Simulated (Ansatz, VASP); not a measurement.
# Cross-check of WC (Qusongite) between VASP and Ansatz, part 2 of 2

Aim: how closely do two programs agree when they are given the same cell, functional and k mesh? The cell is taken from a series of runs on this material, whose earlier steps may have relaxed, scaled, displaced or heated it; both programs get it as it stands.

VASP 6.6.1 and Ansatz 0.2.0.

So far: The starting structure; Ansatz: zone-centre phonons, LDA.

## Step 3: VASP: zone-centre phonons, LDA

Level of this step: LDA; plane waves and PAW (C, W) (VASP).

The same cell, functional (in two slightly different forms), mesh and smearing now go to VASP, with its own data sets.

Lines of VASP's logs that name or quote its potential files are left out, and so is its time.

Input file INCAR:

```
SYSTEM = WC
PREC = Accurate
ENCUT = 600
EDIFF = 1E-08
NELM = 120
ISMEAR = 1
SIGMA = 0.2
LREAL = .FALSE.
ALGO = Normal
GGA = PW92
NBANDS = 11
LASPH = .TRUE.
LORBIT = 11
LWAVE = .FALSE.
LCHARG = .FALSE.
ISIF = 2
IBRION = 8
GGA_COMPAT = .FALSE.
KPAR = 2
```

Input file POSCAR:

```
WC
1.0
    2.8897376397      0.0000000000      0.0000000000
   -1.4448688198      2.5025862063      0.0000000000
    0.0000000000      0.0000000000      2.7847047172
C W
1 1
Direct
    0.6666666646      0.3333333354      0.5000000000
    0.9999999979      0.0000000021      0.0000000000
```

Input file KPOINTS:

```
Automatic mesh
0
Gamma
18 18 16
0 0 0
```

PAW data sets: C and W (LDA family, release 64).

Launch:

```
mpirun -np 2 vasp_std
```

Numbers of over 12 decimals in the logs are rounded to 6 here.

The log of the run:

```text
[banner, memory and clock lines left out]
running    2 mpi-ranks, on    1 nodes
 distrk:  each k-point on    1 cores,    2 groups
 distr:  one band on    1 cores,    1 groups

 POSCAR found type information on POSCAR C W
 POSCAR found :  2 types and       2 ions
|                                                                             |
|               ----> ADVICE to this user running VASP <----                  |
|                                                                             |
|     You enforced a specific xc type in the INCAR file but a different       |
|     [... a line on the potential file left out ...]
|     I HOPE YOU KNOW WHAT YOU ARE DOING!                                     |
|                                                                             |

 LDA part: xc-table for (Slater(with rela. corr.)+PW92), standard interpolation
 POSCAR, INCAR and KPOINTS ok, starting setup
 FFT: planning ... GRIDC
 FFT: planning ... GRID_SOFT
 FFT: planning ... GRID
 WAVECAR not read
 entering main loop
       N       E                     dE             d eps       ncg     rms          rms(c)
DAV:   1     0.229249220780E+02    0.22925E+02   -0.55137E+03  7334   0.929E+02
DAV:   2    -0.260991590886E+02   -0.49024E+02   -0.46850E+02  8657   0.202E+02
DAV:   3    -0.279773358408E+02   -0.18782E+01   -0.18602E+01  9056   0.336E+01
DAV:   4    -0.279868626673E+02   -0.95268E-02   -0.95251E-02  7932   0.281E+00
DAV:   5    -0.279868933682E+02   -0.30701E-04   -0.30699E-04  8703   0.163E-01    0.355E+01
DAV:   6    -0.249435171268E+02    0.30434E+01   -0.13721E+01  8381   0.224E+01    0.112E+01
DAV:   7    -0.248595252855E+02    0.83992E-01   -0.68221E-01  7500   0.675E+00    0.852E+00
DAV:   8    -0.248147412535E+02    0.44784E-01   -0.10384E-01  8048   0.242E+00    0.254E+00
DAV:   9    -0.248078384970E+02    0.69028E-02   -0.15918E-02  7974   0.809E-01    0.106E-01
DAV:  10    -0.248077637751E+02    0.74722E-04   -0.75932E-04  8295   0.243E-01    0.159E-01
DAV:  11    -0.248077492144E+02    0.14561E-04   -0.82714E-05  8742   0.625E-02    0.749E-03
DAV:  12    -0.248077481861E+02    0.10283E-05   -0.46561E-06  8051   0.152E-02    0.834E-03
DAV:  13    -0.248077481698E+02    0.16290E-07   -0.23531E-07  8340   0.481E-03    0.104E-03
DAV:  14    -0.248077481704E+02   -0.60993E-09   -0.39506E-09  4596   0.524E-04
   1 F= -.24807748E+02 E0= -.24807484E+02  d E =-.791301E-03
 Linear response reoptimize wavefunctions to high precision
DAV:   1    -0.248077481711E+02   -0.74442E-09   -0.19348E-09  7908   0.361E-04
DAV:   2    -0.248077481711E+02    0.57980E-11   -0.21110E-11  3834   0.381E-05
 Linear response DOF=           4
 Linear response progress:
  Degree of freedom:   1/  4
       N       E                     dE             d eps       ncg     rms          rms(c)
RMM:   1    -0.120567803026E+00   -0.12057E+00    0.25538E-02 73900   0.209E+00
RMM:   2    -0.116274861617E+00    0.42929E-02   -0.23622E-03 50492   0.444E-01    0.223E-01
RMM:   3    -0.116509888170E+00   -0.23503E-03   -0.52762E-04 47867   0.154E-01    0.117E-01
RMM:   4    -0.117324167353E+00   -0.81428E-03   -0.36919E-04 48394   0.123E-01    0.264E-02
RMM:   5    -0.117296093842E+00    0.28074E-04   -0.47999E-06 52639   0.188E-02    0.112E-03
RMM:   6    -0.117309245581E+00   -0.13152E-04   -0.39243E-07 53691   0.235E-03    0.484E-04
RMM:   7    -0.117306036429E+00    0.32092E-05    0.15802E-07 55217   0.384E-04    0.735E-05
RMM:   8    -0.117306172673E+00   -0.13624E-06    0.64908E-08 54135   0.807E-05    0.319E-05
RMM:   9    -0.117306074799E+00    0.97875E-07    0.10067E-08 56367   0.228E-05    0.495E-06
RMM:  10    -0.117306059694E+00    0.15105E-07    0.13856E-09 52515   0.716E-06    0.170E-06
RMM:  11    -0.117306056060E+00    0.36336E-08    0.17102E-09 42776   0.490E-06    0.474E-07
 first order change of Fermi-energy   0.37701E-05
 force on displaced ion       1 direction 1 : -17.255   0.002   0.000
 Linear response progress:
  Degree of freedom:   2/  4
       N       E                     dE             d eps       ncg     rms          rms(c)
RMM:   1    -0.124300748915E+00   -0.12430E+00    0.32168E-02 25987   0.216E+00
RMM:   2    -0.120496923505E+00    0.38038E-02   -0.25773E-03 17903   0.468E-01    0.198E-01
RMM:   3    -0.120567172280E+00   -0.70249E-04   -0.86035E-04 16880   0.191E-01    0.949E-02
RMM:   4    -0.121492627342E+00   -0.92546E-03   -0.57699E-04 17226   0.145E-01    0.212E-02
RMM:   5    -0.121495014215E+00   -0.23869E-05   -0.10041E-05 18428   0.236E-02    0.282E-03
RMM:   6    -0.121521492367E+00   -0.26478E-04   -0.55847E-07 18346   0.482E-03    0.497E-04
RMM:   7    -0.121521373523E+00    0.11884E-06    0.95758E-08 19398   0.596E-04    0.204E-04
RMM:   8    -0.121520460465E+00    0.91306E-06   -0.29869E-08 18873   0.100E-04    0.218E-05
RMM:   9    -0.121520408660E+00    0.51805E-07   -0.11055E-09 19601   0.253E-05    0.850E-06
RMM:  10    -0.121520382292E+00    0.26368E-07   -0.83861E-10 19376   0.112E-05    0.513E-07
RMM:  11    -0.121520382452E+00   -0.15967E-09   -0.11885E-09 14564   0.390E-06    0.331E-07
 first order change of Fermi-energy   0.28648E-03
 force on displaced ion       1 direction 3 :   0.000  -0.000 -16.163
 Linear response progress:
  Degree of freedom:   3/  4
       N       E                     dE             d eps       ncg     rms          rms(c)
RMM:   1    -0.111114806911E+00   -0.11111E+00   -0.84788E-02 64572   0.188E+00
RMM:   2    -0.108201763547E+00    0.29130E-02   -0.17801E-03 49645   0.330E-01    0.211E-01
RMM:   3    -0.107334666649E+00    0.86710E-03   -0.31236E-04 51875   0.110E-01    0.123E-01
RMM:   4    -0.106969244850E+00    0.36542E-03   -0.47529E-04 52024   0.134E-01    0.185E-02
RMM:   5    -0.106995560771E+00   -0.26316E-04    0.11474E-06 54084   0.146E-02    0.357E-03
RMM:   6    -0.107000662340E+00   -0.51016E-05    0.75811E-07 54487   0.153E-03    0.114E-03
RMM:   7    -0.107001652245E+00   -0.98991E-06   -0.20162E-08 55461   0.670E-04    0.149E-04
RMM:   8    -0.107000975623E+00    0.67662E-06    0.13068E-07 55211   0.151E-04    0.144E-05
RMM:   9    -0.107000957878E+00    0.17744E-07    0.31876E-09 57342   0.319E-05    0.501E-06
RMM:  10    -0.107000950162E+00    0.77160E-08    0.82936E-10 56504   0.104E-05    0.266E-06
 first order change of Fermi-energy  -0.56300E-04
 force on displaced ion       2 direction 1 : -17.253   0.002   0.000
 Linear response progress:
  Degree of freedom:   4/  4
       N       E                     dE             d eps       ncg     rms          rms(c)
RMM:   1    -0.115869107414E+00   -0.11587E+00   -0.91694E-02 23620   0.194E+00
RMM:   2    -0.112272888024E+00    0.35962E-02   -0.21734E-03 17543   0.378E-01    0.172E-01
RMM:   3    -0.111655390259E+00    0.61750E-03   -0.21398E-04 18304   0.102E-01    0.953E-02
RMM:   4    -0.111577797536E+00    0.77593E-04   -0.35211E-04 18096   0.125E-01    0.136E-02
RMM:   5    -0.111600131802E+00   -0.22334E-04   -0.30507E-06 19130   0.126E-02    0.400E-03
RMM:   6    -0.111612034612E+00   -0.11903E-04    0.24006E-08 19133   0.153E-03    0.122E-03
RMM:   7    -0.111614720311E+00   -0.26857E-05    0.36506E-08 19241   0.674E-04    0.210E-04
RMM:   8    -0.111614675968E+00    0.44343E-07    0.11343E-07 19456   0.124E-04    0.802E-05
RMM:   9    -0.111614270142E+00    0.40583E-06    0.12900E-09 19889   0.493E-05    0.538E-06
RMM:  10    -0.111614267744E+00    0.23975E-08    0.23590E-09 19522   0.101E-05    0.180E-06
 first order change of Fermi-energy  -0.44591E-03
 force on displaced ion       2 direction 3 :   0.000  -0.000 -16.164
 Linear response finished
```

From OUTCAR (step 3):

```text
ion  position               nearest neighbor table
   1  0.667  0.333  0.500-   2 2.17   2 2.17   2 2.17   2 2.17   2 2.17   2 2.17
   2  1.000  0.000  0.000-   1 2.17   1 2.17   1 2.17   1 2.17   1 2.17   1 2.17

  LATTYP: Found a hexagonal cell.
 ALAT       =     2.8897376397
 C/A-ratio  =     0.9636531286

 Subroutine GETGRP returns: Found 12 space group operations
 (whereof 12 operations were pure point group operations)

The static configuration has the point symmetry D_3h.

 Found    333 irreducible k-points:

   k-points           NKPTS =    333   k-points in BZ     NKDIM =    333   number of bands    NBANDS=     11

   dimension x,y,z NGX =    24 NGY =   24 NGZ =   24
   dimension x,y,z NGXF=    48 NGYF=   48 NGZF=   48

   ENCUT  =  600.0 eV  44.10 Ry    6.64 a.u.   5.77  5.77  5.56*2*pi/ulx,y,z

   NELECT =      10.0000    total number of electrons

 k-points in reciprocal lattice and weights: Automatic mesh
   0.00000000  0.00000000  0.00000000       0.000
   0.05555556  0.00000000  0.00000000       0.001
   0.11111111  0.00000000  0.00000000       0.001
   0.16666667 -0.00000000  0.00000000       0.001
   0.22222222 -0.00000000  0.00000000       0.001
   0.27777778 -0.00000000  0.00000000       0.001
   0.33333333 -0.00000000  0.00000000       0.001
   0.38888889 -0.00000000  0.00000000       0.001
   0.44444444 -0.00000000  0.00000000       0.001
[...]
0.33333333  0.27777778  0.50000000       0.002
   0.33333333  0.33333333  0.50000000       0.000

 average (electrostatic) potential at core
       1 -49.8544       2 -37.1204

  Total        0.0247383      0.0247383      1.2383567      0.0000000      0.0000000      0.0000000
  in kB        1.9681296      1.9681296     98.5212069      0.0000000      0.0000000      0.0000000
  external PRESSURE =      34.1524887 kB  Pullay stress =       0.0000000 kB

  energy-cutoff  :      600.00
  volume of cell :       20.14
      direct lattice vectors                 reciprocal lattice vectors
     2.889737640  0.000000000  0.000000000     0.346052177  0.199793317  0.000000000
    -1.444868820  2.502586206  0.000000000     0.000000000  0.399586635  0.000000000
     0.000000000  0.000000000  2.784704717     0.000000000  0.000000000  0.359104502

 POSITION                                       TOTAL-FORCE (eV/Angst)
 -----------------------------------------------------------------------------------
      1.44487      0.83420      1.39235         0.000000      0.000000      0.000000
      2.88974      0.00000      0.00000        -0.000000     -0.000000      0.000000
 -----------------------------------------------------------------------------------
    total drift:                                0.000002     -0.000001     -0.000000

 Eigenvectors and eigenvalues of the dynamical matrix
 ----------------------------------------------------

   1 f  =   19.339974 THz   121.516639 2PiTHz  645.112083 cm-1    79.983668 meV
             X         Y         Z           dx          dy          dz
      1.444869  0.834195  1.392352     0.381195    0.890714    0.000000
      2.889738  0.000000  0.000000    -0.097428   -0.227654    0.000000

   2 f  =   19.339974 THz   121.516639 2PiTHz  645.112083 cm-1    79.983668 meV
             X         Y         Z           dx          dy          dz
      1.444869  0.834195  1.392352    -0.890714    0.381195    0.000000
      2.889738  0.000000  0.000000     0.227654   -0.097428    0.000000

   3 f  =   18.718001 THz   117.608667 2PiTHz  624.365296 cm-1    77.411396 meV
             X         Y         Z           dx          dy          dz
      1.444869  0.834195  1.392352     0.000000    0.000000    0.968851
      2.889738  0.000000  0.000000     0.000000    0.000000   -0.247644

   4 f/i=    0.000142 THz     0.000892 2PiTHz    0.004734 cm-1     0.000587 meV
             X         Y         Z           dx          dy          dz
      1.444869  0.834195  1.392352     0.000000    0.000000   -0.247644
      2.889738  0.000000  0.000000     0.000000    0.000000   -0.968851

   5 f/i=    0.000229 THz     0.001437 2PiTHz    0.007626 cm-1     0.000946 meV
             X         Y         Z           dx          dy          dz
      1.444869  0.834195  1.392352    -0.181226   -0.168747    0.000000
      2.889738  0.000000  0.000000    -0.709061   -0.660238    0.000000

   6 f/i=    0.000229 THz     0.001437 2PiTHz    0.007626 cm-1     0.000946 meV
             X         Y         Z           dx          dy          dz
      1.444869  0.834195  1.392352    -0.168747    0.181226    0.000000
      2.889738  0.000000  0.000000    -0.660238    0.709061    0.000000

 ELASTIC MODULI CONTR FROM IONIC RELAXATION (kBar)
 Direction    XX          YY          ZZ          XY          YZ          ZX
 --------------------------------------------------------------------------------
 XX        -187.8649    187.8649      0.0000     -0.0000      0.0000      0.0000
 YY         187.8649   -187.8649     -0.0000     -0.0000      0.0000      0.0000
 ZZ           0.0000      0.0000     -0.0000      0.0000      0.0000      0.0000
 XY          -0.0000     -0.0000      0.0000   -187.8649      0.0000      0.0000
 YZ           0.0000      0.0000      0.0000      0.0000      0.0000      0.0000
 ZX           0.0000      0.0000      0.0000      0.0000      0.0000      0.0000
 --------------------------------------------------------------------------------
```

## Step 4: Differences

Known differences besides the potentials themselves: the data sets hold 18 valence electrons in Ansatz (on its PAW soft_1 files) and 10 in VASP; the cutoff is 420 eV in Ansatz and 600 eV in VASP; VASP's log shows a relativistic correction to its local exchange, Ansatz's none. Total energies have different zeros and are not compared.

Compared:

```csv
quantity,Ansatz,VASP,difference
optical mode 1 (cm⁻¹),618.5,624.4,-0.93 %
optical mode 2 to 3 (cm⁻¹),637.3,645.1,-1.22 %
```

Modes are paired by rising frequency, not by their patterns, so a pair may set unlike modes beside each other; they are those without the splitting of longitudinal modes.

## Step 5: Outcome

```json
{
  "r.m.s. difference of the optical zone-centre modes, each program's sorted by frequency (zone-centre phonons, LDA)": "7.2 cm⁻¹",
  "difference in optical mode 2 to 3 (zone-centre phonons, LDA)": "-1.2 %"
}
```

What this shows: The r.m.s. difference of the optical zone-centre modes, each program's sorted by frequency is 7.2 cm⁻¹ (zone-centre phonons, LDA). The data sets hold unlike numbers of valence electrons (18 in Ansatz and 10 in VASP), so part of the differences comes from the potentials. Among the rows given in per cent, the largest difference of the zone-centre phonons, LDA pair is in optical mode 2 to 3, -1.2 %. How closely two codes agree says nothing of how well the functional describes the real material.

[Lines on the potential files, build, host, timing and source positions are cut from VASP's logs without a mark.]

[Logs are printed without paths, hosts, clocks, repeated set-up lines and the standing remarks that a program may print on its own settings, such as how far it seeks lower states.]

[Hosts, paths, dates, database ids (printed as entryN), source tags and the programs' standing remarks are cut or masked in the printed files.]
